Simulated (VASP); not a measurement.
Data:

```yaml
crystal:
  lattice:
    - [3.10425, 0.00000, 0.00000]
    - [-1.55213, 2.68836, 0.00000]
    - [0.00000, 0.00000, 5.53325]
  atoms:
    - { symbol: Ta, position: [0.00000, 0.00000, 0.00000] }
    - { symbol: Ta, position: [0.00000, 0.00000, 0.50000] }
    - { symbol: C, position: [0.33333, 0.66667, 0.25000] }
    - { symbol: C, position: [0.66667, 0.33333, 0.75000] }
```

The numbers are results of PBEsol GGA, VASP's PBE PAW potentials (set 64) (plane waves; VASP), not measurements. Numerical set-up: 520 eV cut-off, Gaussian smearing of 0.050 eV, potentials Ta_pv C.

### Question
Give the energies of bands 9 to 18 at the high-symmetry points, in eV from the Fermi level.

### Answer

```json
[
 {"band": "9", "Γ": "-7.72", "M": "-7.50", "K": "-6.00", "A": "-4.69", "L": "-6.12", "H": "-5.46"},
 {"band": "10", "Γ": "-3.98", "M": "-5.61", "K": "-5.49", "A": "-4.69", "L": "-6.12", "H": "-5.46"},
 {"band": "11", "Γ": "-3.98", "M": "-4.25", "K": "-5.49", "A": "-2.75", "L": "-3.41", "H": "-4.06"},
 {"band": "12", "Γ": "-3.31", "M": "-3.13", "K": "-3.91", "A": "-2.75", "L": "-3.41", "H": "-4.06"},
 {"band": "13", "Γ": "-0.12", "M": "-3.08", "K": "-3.91", "A": "-2.75", "L": "-2.85", "H": "-3.73"},
 {"band": "14", "Γ": "0.19", "M": "-2.15", "K": "-1.17", "A": "-2.75", "L": "-2.85", "H": "-3.73"},
 {"band": "15", "Γ": "0.19", "M": "-0.55", "K": "1.37", "A": "1.35", "L": "-0.62", "H": "0.35"},
 {"band": "16", "Γ": "0.20", "M": "0.16", "K": "1.75", "A": "1.35", "L": "-0.62", "H": "0.35"},
 {"band": "17", "Γ": "0.20", "M": "3.59", "K": "1.75", "A": "1.35", "L": "4.31", "H": "2.83"},
 {"band": "18", "Γ": "0.67", "M": "3.93", "K": "2.35", "A": "1.36", "L": "4.31", "H": "2.83"}
]
```

It has no gap at this level: it comes out as a metal or semimetal.

The structure was generated: TaC was put into the NiAs type (P6_3/mmc), which need not be its known phase. It was relaxed first, which changed the volume by -44 %.
